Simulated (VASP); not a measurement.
# CsVTeO6 (Imma) in VASP: electric field gradients with PBE

Aim: the electric field gradients of CsVTeO6 with PBE.

Everything below comes from runs of VASP 6.6.1. Logs are shortened: lines on timing, memory, paths and dates and some standing lists are left out, and cuts for length are marked.

## Step 1: Starting point

It takes space group Imma (No. 74, orthorhombic). The conventional cell has a = 7.118 Å, b = 7.274 Å, c = 10.183 Å, α = 90.00°, β = 90.00°, γ = 90.00°. Cs (site symmetry mm2) has 6 O at 3.07 to 3.26 Å as nearest neighbours. Around V (site symmetry 2/m) lie 6 O at 1.85 to 1.92 Å. Te (site symmetry 2/m) has 6 O at 1.93 to 1.98 Å as nearest neighbours. Around O (site symmetry mm2) lie 2 Te at 1.98 Å. O (site symmetry mm2) is surrounded by 2 V at 1.85 Å. O (site symmetry 1) is surrounded by 1 V at 1.92 Å and 1 Te at 1.93 Å.

The cell comes from a database or a generator and needn't be the stable form of this composition.

## Step 2: Electric field gradients, PBE

Contents of INCAR:

```
  ALGO = Fast
  EDIFF = 1E-8
  ENCUT = 520
  GGA = PE
  ISIF = 2
  ISMEAR = -1
  LASPH = True
  LCHARG = False
  LEFG = True
  LREAL = Auto
  LWAVE = False
  NBANDS = 79
  NELM = 100
  PREC = Accurate
  SIGMA = 0.02
```

Contents of KPOINTS:

```
k-points
0
Gamma
  5 5 5
```

Contents of POSCAR:

```
CsVTeO6
1.0
   -3.5591760000      3.6369210000      5.0913360000
    3.5591760000     -3.6369210000      5.0913360000
    3.5591760000      3.6369210000     -5.0913360000
Cs V Te O
2 2 2 12
Direct
    0.8704170000      0.6204170000      0.2500000000
    0.1295830000      0.3795830000      0.7500000000
    0.5000000000      0.0000000000      0.0000000000
    0.5000000000      0.5000000000      0.5000000000
    0.5000000000      0.0000000000      0.5000000000
    0.0000000000      0.0000000000      0.0000000000
    0.8278340000      0.0778340000      0.7500000000
    0.4494220000      0.6994220000      0.7500000000
    0.8149830000      0.6799000000      0.7419050000
    0.4379950000      0.0730780000      0.7580950000
    0.8149830000      0.0730780000      0.1350830000
    0.4379950000      0.6799000000      0.3649170000
    0.1721660000      0.9221660000      0.2500000000
    0.5505780000      0.3005780000      0.2500000000
    0.1850170000      0.3201000000      0.2580950000
    0.5620050000      0.9269220000      0.2419050000
    0.1850170000      0.9269220000      0.8649170000
    0.5620050000      0.3201000000      0.6350830000
```

Potentials or basis: VASP PAW PBE potentials, release 64 (Cs_sv, V_sv, Te, O).

Command:

```console
$ cat potpaw_PBE.64/Cs_sv/POTCAR potpaw_PBE.64/V_sv/POTCAR potpaw_PBE.64/Te/POTCAR potpaw_PBE.64/O/POTCAR > POTCAR
$ mpirun -np 1 vasp_std > vasp.out
```

OUTCAR:

```text
EDIFF = 1E-8
   ENCUT = 520
   GGA = PE
   ISIF = 2
   ISMEAR = -1
   LASPH = True
   LREAL = Auto
   NELM = 100
   PREC = Accurate

 ion  position               nearest neighbor table
   1  0.870  0.620  0.250-
   2  0.130  0.380  0.750-
   3  0.500  0.000  0.000-   8 1.85  14 1.85  11 1.92  17 1.92  16 1.92  10 1.92
   4  0.500  0.500  0.500-   8 1.85  14 1.85   9 1.92  15 1.92  12 1.92  18 1.92
   5  0.500  0.000  0.500-  10 1.93  12 1.93  16 1.93  18 1.93   7 1.98  13 1.98   6 3.64   6 3.64

   6  0.000  0.000  0.000-   9 1.93  15 1.93  11 1.93  17 1.93   7 1.98  13 1.98   5 3.64   5 3.64

   7  0.828  0.078  0.750-   5 1.98   6 1.98
   8  0.449  0.699  0.750-   3 1.85   4 1.85
   9  0.815  0.680  0.742-   4 1.92   6 1.93
  10  0.438  0.073  0.758-   3 1.92   5 1.93
  11  0.815  0.073  0.135-   3 1.92   6 1.93
  12  0.438  0.680  0.365-   4 1.92   5 1.93
  13  0.172  0.922  0.250-   5 1.98   6 1.98
  14  0.551  0.301  0.250-   3 1.85   4 1.85
  15  0.185  0.320  0.258-   4 1.92   6 1.93
  16  0.562  0.927  0.242-   3 1.92   5 1.93
  17  0.185  0.927  0.865-   3 1.92   6 1.93
  18  0.562  0.320  0.635-   4 1.92   5 1.93

  LATTYP: Found a body centered orthorhombic cell.
 ALAT       =     7.1183520000
 B/A-ratio  =     1.0218435391
 C/A-ratio  =     1.4304816620

  Lattice vectors:

 A1 = (  -3.5591760000,   3.6369210000,   5.0913360000)
 A2 = (   3.5591760000,  -3.6369210000,   5.0913360000)
 A3 = (   3.5591760000,   3.6369210000,  -5.0913360000)

Analysis of symmetry for initial positions (statically):
=====================================================================
 Subroutine PRICEL returns:
 Original cell was already a primitive cell.

 Routine SETGRP: Setting up the symmetry group for a
 body centered orthorhombic supercell.

 Subroutine GETGRP returns: Found  8 space group operations
 (whereof  4 operations were pure point group operations)
 out of a pool of  8 trial point group operations.

The static configuration has the point symmetry C_2h.
 The point group associated with its full space group is D_2h.

Analysis of symmetry for dynamics (positions and initial velocities):
=====================================================================
 Subroutine PRICEL returns:
 Original cell was already a primitive cell.

 Routine SETGRP: Setting up the symmetry group for a
 body centered orthorhombic supercell.

 Subroutine GETGRP returns: Found  8 space group operations
 (whereof  4 operations were pure point group operations)
 out of a pool of  8 trial point group operations.

The dynamic configuration has the point symmetry C_2h.
 The point group associated with its full space group is D_2h.

 Subroutine INISYM returns: Found  8 space group operations
 (whereof  4 operations are pure point group operations),
 and found     1 'primitive' translations

----------------------------------------------------------------------------------------

                                     Primitive cell

  volume of cell :     263.6180

  direct lattice vectors                    reciprocal lattice vectors
    -3.559176000  3.636921000  5.091336000     0.000000000  0.137478928  0.098206050
     3.559176000 -3.636921000  5.091336000     0.140481954  0.000000000  0.098206050
     3.559176000  3.636921000 -5.091336000     0.140481954  0.137478928  0.000000000

  length of vectors
     7.198376930  7.198376930  7.198376930     0.168952313  0.171404807  0.196559495

  position of ions in fractional coordinates (direct lattice)
     0.870417000  0.620417000  0.250000000
     0.129583000  0.379583000  0.750000000
     0.500000000  0.000000000  0.000000000
     0.500000000  0.500000000  0.500000000
     0.500000000  0.000000000  0.500000000
     0.000000000  0.000000000  0.000000000
[... 10 lines left out ...]
     0.185017000  0.926922000  0.864917000
     0.562005000  0.320100000  0.635083000

  ion indices of the primitive-cell ions
[... 97 lines left out ...]
   ISIF   =      2    stress and relaxation
   ISYM   =      2    0-nonsym 1-usesym 2-fastsym
   POTIM  = 0.5000    time-step for ionic-motion
   TEBEG  =    0.0;   TEEND  =   0.0 temperature during run
   PSTRESS=    0.0 pullay stress
   NELECT =     128.0000    total number of electrons
   NUPDOWN=      -1.0000    fix difference up-down
   EMIN   =  10.00;   EMAX   =-10.00  energy-range for DOS
   EFERMI =   0.00;   METHOD = LEGACY
   ISMEAR =    -1;   SIGMA  =   0.02  broadening in eV -4-tet -1-fermi 0-gaus
   EFERMI_NEDOS =   21; number of points for ismear=-14 and -15
   IALGO  =     68    algorithm
   IMIX   =      4    mixing-type and parameters
     AMIX     =   0.40;   BMIX     =  1.00
     AMIX_MAG =   1.60;   BMIX_MAG =  1.00
  volume/ion in A,a.u.               =      14.65        98.83
  Fermi-wavevector in a.u.,A,eV,Ry     =   1.286727  2.431562 22.526713  1.655667
  Thomas-Fermi vector in A             =   2.418784
   LORBIT       =      0    0 simple, 1 ext, 2 COOP (PROOUT), +10 PAW based schemes
   GGA     = PE    functional components
   LHFCALC =     F    Hartree Fock is set to
   AEXX    =    0.0000 exact exchange contribution
   IVDW    =     0    specifies the selected vdW correction
   LEPSILON=     F    determine dielectric tensor
   LRPA    =     F    only Hartree local field effects (RPA)
 non-spin polarized calculation
 RMM-DIIS sequential band-by-band and
  energy-cutoff  :      520.00
  volume of cell :      263.62
 maximum number of plane-waves:      7125
 NGX is ok and might be reduce to    54
   NGX = 27   NGY = 27   NGZ = 27

 number of electron     128.0000009 magnetization

 Free energy of the ion-electron system (eV)
  ---------------------------------------------------
  ext. energy  EPLUGINS =         0.00000000
  ---------------------------------------------------
  free energy    TOTEN  =      -115.79722913 eV

  energy without entropy =     -115.79722913  energy(sigma->0) =     -115.79722913

 E-fermi :   2.9528     XC(G=0):  -9.9968

 val. band max:        2.4307837418   @ k =  -0.2000   0.4000   0.2000
 cond. band min:       4.0386744686   @ k =   0.4000  -0.0000   0.0000
 fundamental gap:      1.6078907267
 Fermi energy:         2.9528108849

 k-point     1 :       0.0000    0.0000    0.0000
  band No.  band energies     occupation
      1     -62.4166      2.00000
      2     -62.4144      2.00000
      3     -36.2266      2.00000
      4     -36.2186      2.00000
      5     -36.2155      2.00000
      6     -36.2072      2.00000
[... 1885 lines left out ...]
     75       9.2628      0.00000
     76       9.9418      0.00000

 [... further k-points ...]

 [bands above 76 left out]

------------------------ aborting loop because EDIFF is reached ----------------------------------------

  FORCE on cell =-STRESS in cart. coord.  units (eV):
  Direction    XX          YY          ZZ          XY          YZ          ZX
  --------------------------------------------------------------------------------------
  -------------------------------------------------------------------------------------
  Total       -1.6913987     -1.8023252     -1.4098571      0.0000000      0.0000000      0.0000000
  in kB      -10.2797252    -10.9538973     -8.5686142      0.0000000      0.0000000      0.0000000
  external PRESSURE =      -9.9340789 kB  Pullay stress =       0.0000000 kB

 VOLUME and BASIS-vectors are now :
 -----------------------------------------------------------------------------
  energy-cutoff  :      520.00
  volume of cell :      263.62
      direct lattice vectors                 reciprocal lattice vectors
    -3.559176000  3.636921000  5.091336000     0.000000000  0.137478928  0.098206050
     3.559176000 -3.636921000  5.091336000     0.140481954  0.000000000  0.098206050
     3.559176000  3.636921000 -5.091336000     0.140481954  0.137478928  0.000000000

 POSITION                                       TOTAL-FORCE (eV/Angst)
 -----------------------------------------------------------------------------------
     -0.00000      1.81846      6.31750         0.000000     -0.000000     -0.097894
      3.55918      1.81846     -1.22617         0.000000     -0.000000      0.097894
     -1.77959      1.81846      2.54567         0.000000     -0.000000     -0.000000
      1.77959      1.81846      2.54567         0.000000     -0.000000     -0.000000
      0.00000      3.63692      0.00000         0.000000     -0.000000     -0.000000
      0.00000      0.00000      0.00000         0.000000     -0.000000     -0.000000
[... 10 lines left out ...]
      5.71896      0.44738      1.25767        -0.091666      0.233681      0.192758
      1.39939      3.18954      1.25767         0.091666     -0.233681      0.192758
 -----------------------------------------------------------------------------------
    total drift:                               -0.000000      0.000000     -0.000000

  FREE ENERGIE OF THE ION-ELECTRON SYSTEM (eV)
  ---------------------------------------------------
  free  energy   TOTEN  =      -115.7972291311 eV

  energy  without entropy=     -115.7972291311  energy(sigma->0) =     -115.79722913

 Electric field gradients (V/A^2)
---------------------------------------------------------------------
 ion       V_xx      V_yy      V_zz      V_xy      V_xz      V_yz
---------------------------------------------------------------------
   1      -6.763    -0.882     7.645     0.000     0.000     0.000
   2      -6.763    -0.882     7.645     0.000     0.000     0.000
   3     -51.104    29.555    21.548    -0.001    -7.922    -0.001
   4     -51.104    29.556    21.548    -0.001     7.919    -0.001
   5     -17.326    51.917   -34.592     0.001     0.001    81.995
   6     -17.327    51.918   -34.591     0.000    -0.000   -81.994
[... 10 lines left out ...]
  17      28.505   -39.441    10.936   -30.396   -83.677    39.193
  18      28.506   -39.441    10.936   -30.395    83.674   -39.196
---------------------------------------------------------------------

 Electric field gradients after diagonalization (V/A^2)
 (convention: |V_zz| > |V_xx| > |V_yy|)
----------------------------------------------------------------------
 ion       V_xx      V_yy      V_zz     asymmetry (V_yy - V_xx)/ V_zz
----------------------------------------------------------------------
   1      -6.763    -0.882     7.645       0.769
   2      -6.763    -0.882     7.645       0.769
   3      29.555    22.402   -51.957       0.138
   4      29.556    22.401   -51.957       0.138
   5     -84.041   -17.326   101.367       0.658
   6     -84.040   -17.327   101.367       0.658
[... 10 lines left out ...]
  17     -69.232   -49.710   118.943       0.164
  18     -69.233   -49.708   118.941       0.164
----------------------------------------------------------------------

           NMR quadrupolar parameters

 Cq : quadrupolar parameter    Cq=e*Q*V_zz/h
 eta: asymmetry parameters     (V_yy - V_xx)/ V_zz
 Q  : nuclear electric quadrupole moment in mb (millibarn)
----------------------------------------------------------------------
 ion       Cq(MHz)       eta       Q (mb)
----------------------------------------------------------------------
   1       0.018       0.769       1.000
   2       0.018       0.769       1.000
   3      -0.126       0.138       1.000
   4      -0.126       0.138       1.000
   5       0.245       0.658       1.000
   6       0.245       0.658       1.000
[... 10 lines left out ...]
  17       0.288       0.164       1.000
  18       0.288       0.164       1.000
----------------------------------------------------------------------
```

Run time: 13 min. Hardware: 1 thread of Intel Xeon 6975P-C (Granite Rapids), shared host; peak memory 0.62 GiB.

What came out:

```yaml
Free_energy: -115.7972 eV
Pressure: -1.0 GPa
Largest_force: 0.316 eV/Å
Band_gap_on_the_k_mesh: 1.61 eV, indirect (least direct gap 1.67 eV)
```

Forces on the atoms (eV/Å):
```
Cs   0.000  0.000 -0.098
Cs   0.000  0.000  0.098
V    0.000  0.000  0.000
V    0.000  0.000  0.000
Te   0.000  0.000  0.000
Te   0.000  0.000  0.000
O    0.000  0.000 -0.001
O    0.000  0.000  0.280
O   -0.092 -0.234 -0.193
O    0.092  0.234 -0.193
O    0.092 -0.234 -0.193
O   -0.092  0.234 -0.193
O    0.000  0.000  0.001
O    0.000  0.000 -0.280
O    0.092  0.234  0.193
O   -0.092 -0.234  0.193
O   -0.092  0.234  0.193
O    0.092 -0.234  0.193
```

Electric field gradients, principal values (V/Å²):
| atom | Vxx | Vyy | Vzz |
| --- | --- | --- | --- |
| 1 Cs | -0.882 | -6.763 | 7.645 |
| 2 Cs | -0.882 | -6.763 | 7.645 |
| 3 V | 22.402 | 29.555 | -51.957 |
| 4 V | 22.401 | 29.556 | -51.957 |
| 5 Te | -17.326 | -84.041 | 101.367 |
| 6 Te | -17.327 | -84.040 | 101.367 |
| 7 O | -22.142 | -110.764 | 132.907 |
| 8 O | -3.165 | -7.391 | 10.557 |
| 9 O | -49.707 | -69.232 | 118.939 |
| 10 O | -49.707 | -69.236 | 118.943 |
| 11 O | -49.710 | -69.232 | 118.943 |
| 12 O | -49.708 | -69.233 | 118.941 |
| 13 O | -22.142 | -110.764 | 132.907 |
| 14 O | -3.165 | -7.391 | 10.557 |
| 15 O | -49.707 | -69.232 | 118.939 |
| 16 O | -49.707 | -69.236 | 118.943 |
| 17 O | -49.710 | -69.232 | 118.943 |
| 18 O | -49.708 | -69.233 | 118.941 |

Caveat: spin-orbit coupling is left out, which moves the levels of the heavy elements; an odd mesh through Γ misses points on the zone boundary, where band edges often lie.
